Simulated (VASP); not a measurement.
A run of VASP 6.6.1 is set up as follows.

INCAR

```
SYSTEM = TiSnS4
PREC     = Normal         ! precision mode
ENCUT    = 520            ! plane-wave cutoff, eV
EDIFF    = 1E-4           ! SCF threshold, eV
ISMEAR   = 0              ! smearing method
SIGMA    = 0.15           ! smearing width, eV
LREAL    = .False.        ! projectors in reciprocal space
LASPH    = .True.         ! aspherical terms in the spheres
NELM     = 60             ! most SCF steps
ALGO     = Fast           ! electronic algorithm
ISIF     = 3              ! what is computed and relaxed
LWAVE    = .False.        ! write WAVECAR
LCHARG   = .False.        ! write CHGCAR
GGA      = PE             ! functional
IBRION   = 2              ! ionic algorithm
NSW      = 24             ! ionic steps
EDIFFG   = -0.08          ! ionic threshold
```

KPOINTS

```
Automatic mesh
0
Gamma
  4 4 4
  0 0 0
```

Contents of POSCAR:

```
TiSnS4
1.0
   -3.2075557800      3.2075557800      2.7528274900
    3.2075557800     -3.2075557800      2.7528274900
    3.2075557800      3.2075557800     -2.7528274900
Ti Sn S
1 1 4
Direct
    0.5000000000      0.5000000000      0.0000000000
    0.0000000000      0.0000000000      0.0000000000
    0.9157790000      0.4157789900      0.8315579900
    0.5842210100      0.0842210100      0.1684420100
    0.0842210100      0.9157790000      0.5000000000
    0.4157789900      0.5842210100      0.5000000000
```

Potentials or basis: VASP PAW PBE potentials, release 64 (Ti_sv, Sn_d, S).

The run is started by

```sh
$ cat potpaw_PBE.64/Ti_sv/POTCAR potpaw_PBE.64/Sn_d/POTCAR potpaw_PBE.64/S/POTCAR > POTCAR
$ mpirun -np 1 vasp_std > vasp.out
```

(1) What does it give for the relaxed volume?

(2) Estimate the band gap on the k mesh.

Answers

(1) 18.16 Å³/atom.

(2) none (metal or under the smearing width).

Caveat: the k mesh is coarse (spacing up to 0.38 Å⁻¹), so the values aren't converged.
